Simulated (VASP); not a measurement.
SiF2:

```
Si F
1.0
     3.25527    0.00000    0.00000
    -1.62764    2.81915    0.00000
     0.00000    0.00000    5.10348
Si F
1 2
Direct
  0.00000 0.00000 0.00000
  0.33333 0.66667 0.26500
  0.66667 0.33333 0.73500
```

The cell was built by a generator and needn't be a form met in nature.

Base run:

| Property | Result |
| --- | --- |
| Program | VASP 6.6.1 |
| Functional | r2SCAN |
| Potentials or basis | VASP PAW PBE potentials, release 64 (Si, F) |
| Cutoff | 520 eV |
| k mesh | 6 × 6 × 4, shifted |
| Occupations | methfessel-paxton, width 0.1383 eV |
| Spin | no spin polarisation |

Its results: band gap on the k mesh 2.76 eV, indirect (least direct gap 2.90 eV); pressure -6.3 GPa; largest force 1.335 eV/Å.

Question: The run is repeated on the same cell with these changes: k mesh from 6 × 6 × 4, shifted to 6 × 6 × 4. What comes out?

Answer: Band gap on the k mesh 2.57 eV, indirect (least direct gap 2.81 eV); pressure -6.3 GPa; largest force 1.334 eV/Å.

Caveats: the PAW data sets were made with another functional, which shifts forces and pressure a little.

A k mesh can miss the band edges.

Not every run made on this cell is shown here.
